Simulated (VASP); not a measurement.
All values below come from HSEsol screened hybrid, VASP's PBE PAW potentials (set 64) (plane waves; VASP).

Input for VASP

### KPOINTS
```
Regular mesh
0
G
6 6 6
0 0 0
```

INCAR:
```
AEXX=0.25
ALGO=Normal
EDIFF=1E-6
ENCUT=520
GGA=PS
HFSCREEN=0.2
ISIF=2
ISMEAR=0
ISYM=3
LASPH=T
LCHARG=F
LHFCALC=T
LMAXMIX=6
LREAL=F
LWAVE=F
NELM=60
PREC=Accurate
PRECFOCK=Fast
SIGMA=0.05
SYSTEM=HgTe
```

**POSCAR**
```
HgTe
1
    0.0000000000     3.2594032065     3.2594032065
    3.2594032065     0.0000000000     3.2594032065
    3.2594032065     3.2594032065     0.0000000000
Hg Te
1 1
Direct
  0.0000000000   0.0000000000   0.0000000000
  0.2500000000   0.2500000000   0.2500000000
```

POTCAR, in this order: Hg Te (PBE.64 set). Program: vasp_std. Read from the step before: WAVECAR.

Output

**OSZICAR**
```
       N       E                     dE             d eps       ncg     rms          rms(c)
DAV:   1    -0.527150128676E+01   -0.52715E+01   -0.10741E+00   416   0.944E+00    0.936E+00
DAV:   2    -0.527783212462E+01   -0.63308E-02   -0.47392E-02   481   0.251E+00    0.594E+00
DAV:   3    -0.527729948479E+01    0.53264E-03   -0.38386E-03   479   0.723E-01    0.375E+00
DAV:   4    -0.527713542748E+01    0.16406E-03   -0.28951E-04   495   0.174E-01    0.225E+00
DAV:   5    -0.527706742719E+01    0.68000E-04   -0.37380E-05   476   0.554E-02    0.135E+00
DAV:   6    -0.527704952455E+01    0.17903E-04   -0.15004E-05   461   0.329E-02    0.805E-01
DAV:   7    -0.527704574189E+01    0.37827E-05   -0.28672E-06   446   0.168E-02    0.484E-01
DAV:   8    -0.527704456812E+01    0.11738E-05   -0.78497E-07   248   0.932E-03    0.290E-01
DAV:   9    -0.527704474855E+01   -0.18043E-06   -0.39969E-07   233   0.616E-03
   1 F= -.52770447E+01 E0= -.52768662E+01  d E =-.357089E-03
```

File OUTCAR:
```
------------------------ aborting loop because EDIFF is reached ----------------------------------------
  FORCE on cell =-STRESS in cart. coord.  units (eV):
  Direction    XX          YY          ZZ          XY          YZ          ZX
  --------------------------------------------------------------------------------------
  Total       -0.3639603     -0.3639603     -0.3639603     -0.0000000      0.0000000     -0.0000000
  in kB       -8.4201596     -8.4201596     -8.4201596     -0.0000000      0.0000000     -0.0000000
  external PRESSURE =      -8.4201596 kB  Pullay stress =       0.0000000 kB
  volume of cell :       69.25
      direct lattice vectors                 reciprocal lattice vectors
     0.000000000  3.259403207  3.259403207    -0.153402316  0.153402316  0.153402316
     3.259403207  0.000000000  3.259403207     0.153402316 -0.153402316  0.153402316
     3.259403207  3.259403207  0.000000000     0.153402316  0.153402316 -0.153402316
 POSITION                                       TOTAL-FORCE (eV/Angst)
 -----------------------------------------------------------------------------------
      0.00000      0.00000      0.00000         0.000000      0.000000     -0.000000
      1.62970      1.62970      1.62970        -0.000000     -0.000000      0.000000
 -----------------------------------------------------------------------------------
    total drift:                               -0.000007     -0.000009     -0.000002
  FREE ENERGIE OF THE ION-ELECTRON SYSTEM (eV)
  ---------------------------------------------------
  free  energy   TOTEN  =        -5.2770447485 eV

  energy  without entropy=       -5.2766876598  energy(sigma->0) =       -5.27686620

  exchange ACFDT corr.  =         0.00000000  see jH, gK, PRB 81, 115126
```
(Selected blocks of OUTCAR.)

The compound is HgTe in the zinc blende structure. This cell is one point of a volume scan, at 0.94 of the reference volume. The cell's shape comes from a PBE relaxation.
